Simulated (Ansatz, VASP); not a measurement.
**Rb2TlI2Br in two plane-wave programs**

Aim: how closely do two programs agree when they are given the same cell, functional and k mesh? The cell is invented: As first built, before any earlier steps moved the atoms: it takes the Rb3I2Br structure with some of its atoms replaced by other elements, volume scaled by an estimate. It may not be a known or stable phase. The cell comes out of the VASP series on this material, whose earlier steps may have relaxed, scaled or displaced it; both programs get it as it stands.

Method: plane waves, with VASP 6.6.1 beside it; relaxation of cell and atoms at PBE, in Ansatz 0.2.0.

## (1) The structure

It takes space group Immm (No. 71, orthorhombic). Conventional cell: a = 5.043 Å, b = 7.340 Å, c = 15.288 Å, α = 90.00°, β = 90.00°, γ = 90.00°. Tl has 4 I at 3.56 Å nearest. I has 2 Tl at 3.56 Å and 4 Rb at 3.67 to 3.75 Å nearest. Rb has 2 Br at 3.46 Å and 4 I at 3.67 to 3.75 Å nearest. Nearest to Br lie 4 Rb at 3.46 Å. As first built, before any earlier steps moved the atoms: sites of the Rb3I2Br structure (space group 71) filled with other elements, volume scaled by an estimate. Farther neighbours and most contacts between anions are not listed.

Coordinates:

```cif
data_structure
_symmetry_space_group_name_H-M 'P 1'
_symmetry_Int_Tables_number 1
_cell_length_a 8.8464
_cell_length_b 8.8464
_cell_length_c 8.8464
_cell_angle_alpha 146.878
_cell_angle_beta 130.982
_cell_angle_gamma 60.441
_cell_volume 282.95
loop_
_atom_site_label
_atom_site_type_symbol
_atom_site_fract_x
_atom_site_fract_y
_atom_site_fract_z
_atom_site_occupancy
Tl1 Tl 0.00000 0.00000 0.00000 1
I2 I 0.16395 0.66395 0.50000 1
I3 I 0.83605 0.33605 0.50000 1
Rb4 Rb 0.34546 0.34546 0.00000 1
Rb5 Rb 0.65454 0.65454 0.00000 1
Br6 Br 0.50000 0.00000 0.50000 1
```

## (2) Ansatz: relaxation of cell and atoms, PBE

Ansatz runs on its default PAW (the set named soft_2) files.

The relaxed volume is the usual yardstick between codes: its relative difference is about their pressure difference at one cell divided by the bulk modulus.

The input, input.yaml:

```yaml
crystal:
  lattice:
    - [-2.5215668621, 3.6698514095, 7.6441844523]
    - [2.5215668621, -3.6698514095, 7.6441844523]
    - [2.5215668621, 3.6698514095, -7.6441844523]
  atoms:
    - { symbol: Tl, position: [0.0, 0.0, 0.0] }
    - { symbol: I, position: [0.1639522141, 0.6639522141, 0.5] }
    - { symbol: I, position: [0.8360477859, 0.3360477859, 0.5] }
    - { symbol: Rb, position: [0.3454604277, 0.3454604277, 0.0] }
    - { symbol: Rb, position: [0.6545395723, 0.6545395723, 0.0] }
    - { symbol: Br, position: [0.5, 0.0, 0.5] }
hamiltonian:
  xc: pbe
  pseudopotentials: { kind: paw }
kpoints:
  mp_grid: { grid: [7, 7, 7] }
scf:
  occupations: { method: fermi_dirac, width: 0.05 }
relax:
  f_tol: 0.01
  max_steps: 60
  cell: { stress_tol: 0.05 }
output:
  forces: true
  stress: true
```

The run is started by

```sh
$ ansatz run input.yaml --threads 4 --pin off --max-ram 9216MiB --backend cpu --events-out ev --progress --plain --runs-dir out
```

Numbers of over 12 decimals in the logs are rounded to 6 here.

Output:

```text
basis.fft_grid_basis auto: the FFT boxes are laid along the combinations [[1, 0, 1], [0, 1, 1], [0, 0, 1]] of the cell's own vectors, 7.340, 5.043 and 8.846 Å long. The dense box has 50×36×60 points. Along the cell's own vectors, as sized, it would have 60×60×60, 2.00 times as many. Of the 8 symmetry operations that the crystal satisfies within crystal.symmetry.tolerance (time reversal apart; of a slab, those that ke [...]
Engine: ansatz 0.2.0, aarch64-unknown-linux-gnu
Pseudopotentials: kind: paw
Pseudopotential: Tl, paw, valence charge 13, recommended cutoff 420 eV (normal), Tl.paw.azcp
Pseudopotential: I, paw, valence charge 17, recommended cutoff 420 eV (normal), I.paw.azcp
Pseudopotential: Rb, paw, valence charge 9, recommended cutoff 420 eV (normal), Rb.paw.azcp
Pseudopotential: Br, paw, valence charge 7, recommended cutoff 420 eV (normal), Br.paw.azcp
Functional definition: PBE
  parameter kappa = 0.804
  parameter beta = 0.066725
  exchange = pbe_x(kappa = kappa, mu = beta*pi^2/3)
  correlation = pbe_c(beta = beta)
Crystal: 6 atoms, lattice volume = 282.950 Å³
Basis set: ecut = 420 eV, 5537 PW (Γ), FFT grids on a1+a3, a2+a3, a3, exchange–correlation on 100×72×120 points (8 copies of the dense FFT grid, shifted against one another)
Bands: 44, of which v1, the nominal top of the filled ones, is band 36 counted from 1 (35 counted from 0)
Symmetry: 8 space group operations
Space group: Immm (ITA 71), of the structure as read, at distance tolerance 6.6e-5 Å
k-points: 64 of 343
Non-local potential: Tl, projectors of the file, l = 0: 2, l = 1: 2, l = 2: 2, l = 3: 1
Non-local potential: I, projectors of the file, l = 0: 2, l = 1: 2, l = 2: 2, l = 3: 2
Non-local potential: Rb, projectors of the file, l = 0: 3, l = 1: 2, l = 2: 2
Non-local potential: Br, projectors of the file, l = 0: 2, l = 1: 2, l = 2: 2
PAW form: soft (Blöchl's): semilocal exchange-correlation on the pseudo side does not see the compensation charge
PAW one-centre angular grid: Tl, 590 points (default); XC on 64 Gauss nodes
PAW one-centre angular grid: I, 590 points (default); XC on 64 Gauss nodes
PAW one-centre angular grid: Rb, 110 points (default); XC on 64 Gauss nodes
PAW one-centre angular grid: Br, 110 points (default); XC on 64 Gauss nodes
Initial density: superposition of atomic densities (neutral atoms: chi_scale 0, normalization atom), corrected by the library's trained network
Initial wavefunctions: pseudopotential atomic-orbital guess
Functional: x = pbe(κ = 0.804, μ = 0.219515), c = pbe(β = 0.066725)
SCF iter   1: F=—  HF=-35795.716404 eV  |F-HF|=—  |Δ(HF+E_count)|=         —  Δρ=5.93e-4  dr2=4.89e-3  ethr=1.77e-3  ⟨swp⟩=13.0  Hψ=14246  notcnv=0  defer=10
preconditioner: auto → Resta (q_TF=auto, 2.172 Å⁻¹)  ε∞=2.7  [insulator: Δε(μ)=3.469 eV  Ē_g=11.753 eV  σ=0.050 eV  W_gap=1.00  n_scr=46 (ndim 8)  ℏωp=15.3 eV  f_vac=0.145  D(μ)=0.00/eV (n_scr^D=0)  ε∞_Penn≈2.7]
SCF iter   2: F=—  HF=-35795.714395 eV  |F-HF|=—  |Δ(HF+E_count)|=   2.01e-3  Δρ=2.77e-4  dr2=9.32e-4  ethr=6.79e-6  ⟨swp⟩=3.0  Hψ=5969  notcnv=0  defer=83
SCF iter   3: F=—  HF=-35795.714264 eV  |F-HF|=—  |Δ(HF+E_count)|=   1.30e-4  Δρ=1.10e-4  dr2=9.88e-5  ethr=1.29e-6  ⟨swp⟩=2.2  Hψ=3831  notcnv=0  defer=83
SCF iter   4: F=—  HF=-35795.714334 eV  |F-HF|=—  |Δ(HF+E_count)|=   6.97e-5  Δρ=4.34e-5  dr2=1.36e-5  ethr=1.37e-7  ⟨swp⟩=2.0  Hψ=4940  notcnv=0  defer=83
SCF iter   5: F=—  HF=-35795.714338 eV  |F-HF|=—  |Δ(HF+E_count)|=   4.20e-6  Δρ=1.32e-5  dr2=7.88e-7  ethr=1.89e-8  ⟨swp⟩=2.1  Hψ=4184  notcnv=0  defer=83
SCF iter   6: F=-35795.714340 eV  HF=-35795.714340 eV  |F-HF|=8.41e-8  |Δ(HF+E_count)|=   1.35e-6  Δρ=3.31e-6  dr2=3.53e-8  ethr=1.39e-10  ⟨swp⟩=5.0  Hψ=11323  notcnv=0
SCF 1 converged in 6 iterations: F = -35795.714340 eV  dr2 = 3.53e-8
  greatest PAW one-centre occupation: 0.999 electrons in one spin orbital (limit 2), on the I atom at site 2 (counted from 0), in its partial waves of l = 2
relax step   1: F+E_penalty+E_count = -35795.71433984 eV  Δ(F+E_penalty+E_count) = +0.000e0 eV  max|allowed force component| = 2.808e-2 eV/Å  Δτ_max = 0.0000 Å  P = +0.046 GPa  Ω = 282.950 Å³  (6 SCF iters, dr2 threshold 1.00e-7 eV, accepted)
[...]
relax step   2: F+E_penalty+E_count = -35795.71569742 eV  Δ(F+E_penalty+E_count) = -1.358e-3 eV  max|allowed force component| = 1.093e-2 eV/Å  Δτ_max = 0.0126 Å  P = +0.029 GPa  Ω = 283.453 Å³  energy of the carried Pulay correction = -3.137e-5 eV  (5 SCF iters, dr2 threshold 4.93e-8 eV, accepted)
[...]
relax step   3: F+E_penalty+E_count = -35795.71637786 eV  Δ(F+E_penalty+E_count) = -6.804e-4 eV  max|allowed force component| = 5.933e-3 eV/Å  Δτ_max = 0.0124 Å  P = +0.003 GPa  Ω = 284.148 Å³  energy of the carried Pulay correction = -7.459e-5 eV  (6 SCF iters, dr2 threshold 1.77e-8 eV, accepted)
[...]
relax step   4: F+E_penalty+E_count = -35795.71645127 eV  Δ(F+E_penalty+E_count) = -7.341e-5 eV  max|allowed force component| = 5.946e-3 eV/Å  Δτ_max = 0.0000 Å  P = +0.003 GPa  Ω = 284.148 Å³  stress off target by 2.99e-2 GPa  SCF on the basis re-selected at this cell (its energy is not comparable with the rows above)  (6 SCF iters)
basis re-selected at this cell: Δ(F+E_penalty+E_count) = -7.341e-5 eV, ΔP = -0.000 GPa vs the last step (what re-selecting the basis moved, of the pressure what is left beyond the Pulay correction that the steps carried, after the strain that the cell walked since its last selection, with what the two solves' SCF thresholds leave and, on support functions, any second-order correction that the steps lacked; it is no m [...]
SCF converged after 6 iterations
Free energy (F): -35795.716451 eV
Harris-Foulkes:  -35795.716451 eV  (|F-HF|=6.55e-11)
Internal energy: -35795.716451 eV  (E = F + TS)
E sigma→0 (E₀):  -35795.716451 eV
Fermi energy:    4.051363 eV
--- Per-component energies (eV) ---
  E_band       = -1099.221462
  E_kinetic    = 1227.035200
  E_local      = -7416.388690  (includes V_loc(G=0)·N_el)
  E_nonlocal   = 553.488277
  E_hartree    = 3251.813960
  E_xc         = -1013.299320
  E_vxc        = -777.082589  (∫ρ·V_xc dr)
  E_paw        = -27278.185025  (= ΣΔE_a)
  E_vpaw       = -1189.901997  (= ΣTr[D̂ρ^β])
  E_aug_tail   = 0.000001  (compensation charges beyond the density's cutoff)
  E_ewald      = -5120.180854
  E_smearing   = -0.000000  (= −TS)
  E_closure    = 0.000000  (closes the sum)
  Σ components = -35795.716451   (vs F -35795.716451, Δ=0.00e0)
--- Forces (eV/Å), atoms counted from 1 ---
  atom   1  Tl     0.00000000     0.00000000    -0.00000000
  atom   2  I      0.00000000     0.00000000     0.00594643
  atom   3  I      0.00000000     0.00000000    -0.00594643
  atom   4  Rb     0.00000000     0.00000000    -0.00090234
  atom   5  Rb     0.00000000     0.00000000     0.00090234
  atom   6  Br     0.00000000     0.00000000     0.00000000
  max |Σ_I F_I| component: 1.08e-19 eV/Å
--- Stress (GPa, compression-positive) ---
        0.017339       0.000000       0.000000
        0.000000      -0.029919       0.000000
        0.000000       0.000000       0.021350
  P = ⅓ Tr σ = 0.0029 GPa (0.029 kbar)
--- Relaxed structure (3 steps of the walk, 3 accepted, 1 SCFs on fresh bases) ---
  F+E_penalty+E_count = -35795.71645127 eV   max|allowed force component| = 5.946e-3 eV/Å   (the final SCF, on the basis selected at the relaxed cell)
  cell:  # Å, volume = 284.1482 Å³
    - [-2.529013, 3.657460, 7.679877]
    - [2.529013, -3.657460, 7.679877]
    - [2.529013, 3.657460, -7.679877]
  atoms:
    - { symbol: Tl, position: [0, 0, 0] }
    - { symbol: I, position: [0.162315, 0.662315, 0.500000] }
    - { symbol: I, position: [0.837685, 0.337685, 0.5] }
    - { symbol: Rb, position: [0.344506, 0.344506, 0] }
    - { symbol: Rb, position: [0.655494, 0.655494, 2.0869564256674022e-19] }
    - { symbol: Br, position: [0.5, 0, 0.5] }
```

The job ended after 36 s (4 threads of Arm Neoverse V2, shared host; peak memory 0.94 GiB; 2.4 min of CPU time).

## (3) VASP: relaxation of cell and atoms, PBE

The same cell, functional, mesh and smearing now go to VASP, with its own data sets and cutoff.

Lines of VASP's logs that name or quote its potential files are left out, and so is its time.

The input, INCAR:

```
SYSTEM = Rb2TlI2Br
PREC = Accurate
ENCUT = 520
EDIFF = 1E-06
NELM = 100
ISMEAR = -1
SIGMA = 0.05
LREAL = .FALSE.
ALGO = Normal
GGA = PE
NBANDS = 32
LORBIT = 11
LWAVE = .FALSE.
LCHARG = .FALSE.
KPAR = 2
IBRION = 2
NSW = 60
ISIF = 3
EDIFFG = -0.01
```

The input, POSCAR:

```
Rb2TlI2Br
1.0
   -2.5215668621      3.6698514095      7.6441844523
    2.5215668621     -3.6698514095      7.6441844523
    2.5215668621      3.6698514095     -7.6441844523
Tl I Rb Br
1 2 2 1
Direct
    0.0000000000      0.0000000000      0.0000000000
    0.1639522141      0.6639522141      0.5000000000
    0.8360477859      0.3360477859      0.5000000000
    0.3454604277      0.3454604277      0.0000000000
    0.6545395723      0.6545395723      0.0000000000
    0.5000000000      0.0000000000      0.5000000000
```

The input, KPOINTS:

```
Automatic mesh
0
Gamma
7 7 7
0 0 0
```

Potentials, in the order of the species: Tl_d, I, Rb_sv and Br (PBE family, release 64).

The run is started by

```sh
$ mpirun -np 2 vasp_std
```

Output:

```text
[banner, memory and clock lines left out]
running    2 mpi-ranks, on    1 nodes
 distrk:  each k-point on    1 cores,    2 groups
 distr:  one band on    1 cores,    1 groups

 POSCAR found type information on POSCAR TlI RbBr
 POSCAR found :  4 types and       6 ions
 LDA part: xc-table for (Slater+PW92), standard interpolation
 POSCAR, INCAR and KPOINTS ok, starting setup
 FFT: planning ... GRIDC
 FFT: planning ... GRID_SOFT
 FFT: planning ... GRID
 WAVECAR not read
 entering main loop
       N       E                     dE             d eps       ncg     rms          rms(c)
DAV:   1     0.345060035382E+03    0.34506E+03   -0.21828E+04  4096   0.134E+03
DAV:   2     0.123778334390E+02   -0.33268E+03   -0.32548E+03  5448   0.262E+02
DAV:   3    -0.166285472433E+02   -0.29006E+02   -0.28950E+02  5648   0.752E+01
DAV:   4    -0.172243430498E+02   -0.59580E+00   -0.59526E+00  5568   0.115E+01
DAV:   5    -0.172506880416E+02   -0.26345E-01   -0.26344E-01  6064   0.189E+00    0.430E+00
DAV:   6    -0.166748294022E+02    0.57586E+00   -0.92792E-01  4712   0.334E+00    0.299E+00
DAV:   7    -0.166106373450E+02    0.64192E-01   -0.55417E-01  4688   0.305E+00    0.149E+00
DAV:   8    -0.166348131639E+02   -0.24176E-01   -0.81392E-02  5072   0.120E+00    0.264E-01
DAV:   9    -0.166364214731E+02   -0.16083E-02   -0.51975E-03  5448   0.287E-01    0.172E-01
DAV:  10    -0.166382179151E+02   -0.17964E-02   -0.21301E-03  5016   0.191E-01    0.481E-02
DAV:  11    -0.166385619861E+02   -0.34407E-03   -0.38638E-04  5264   0.830E-02    0.265E-02
DAV:  12    -0.166385900319E+02   -0.28046E-04   -0.29954E-05  5360   0.255E-02    0.705E-03
DAV:  13    -0.166386043881E+02   -0.14356E-04   -0.20606E-05  4984   0.198E-02    0.425E-03
DAV:  14    -0.166386052933E+02   -0.90522E-06   -0.21470E-06  3992   0.539E-03
   1 F= -.16638605E+02 E0= -.16638605E+02  d E =-.166386E+02
[...]
2 F= -.16639431E+02 E0= -.16639431E+02  d E =-.826050E-03
[...]
3 F= -.16640146E+02 E0= -.16640146E+02  d E =-.154062E-02
[...]
4 F= -.16640368E+02 E0= -.16640368E+02  d E =-.222059E-03
[...]
5 F= -.16640571E+02 E0= -.16640571E+02  d E =-.425585E-03
[...]
6 F= -.16640761E+02 E0= -.16640761E+02  d E =-.189994E-03
 trial-energy change:   -0.000190  1 .order   -0.000188   -0.000227   -0.000150
 step:   5.9455(harm=  5.9455)  dis= 0.01197  next Energy=   -16.640907 (dE=-0.335E-03)
 bond charge predicted
       N       E                     dE             d eps       ncg     rms          rms(c)
DAV:   1    -0.166414571993E+02   -0.69537E-03   -0.20672E-01  4096   0.195E+00    0.214E-01
DAV:   2    -0.166412239896E+02    0.23321E-03   -0.88278E-03  4704   0.441E-01    0.873E-02
DAV:   3    -0.166409792339E+02    0.24476E-03   -0.58859E-04  5512   0.122E-01    0.518E-02
DAV:   4    -0.166409168682E+02    0.62366E-04   -0.12130E-04  5472   0.531E-02    0.227E-02
DAV:   5    -0.166409106514E+02    0.62168E-05   -0.17368E-05  6000   0.196E-02    0.821E-03
DAV:   6    -0.166409100197E+02    0.63172E-06   -0.13754E-06  3368   0.722E-03
   7 F= -.16640910E+02 E0= -.16640910E+02  d E =-.338521E-03
 curvature:  -6.18 expect dE=-0.620E-04 dE for cont linesearch -0.902E-07
 trial: gam=-0.11882 g(F)=  0.110E-05 g(S)=  0.892E-05 ort =-0.185E-05 (trialstep = 0.280E+01)
 search vector abs. value=  0.138E-04
 reached required accuracy - stopping structural energy minimisation
```

(Part 1 of 2 ends here.)

[Lines on the potential files, build, host, timing and source positions are cut from VASP's logs without a mark.]

[Logs are printed without paths, hosts, clocks, repeated set-up lines and the standing remarks that a program may print on its own settings, such as how far it seeks lower states.]

[Hosts, paths, dates, database ids (printed as entryN), source tags and the programs' standing remarks are cut or masked in the printed files.]
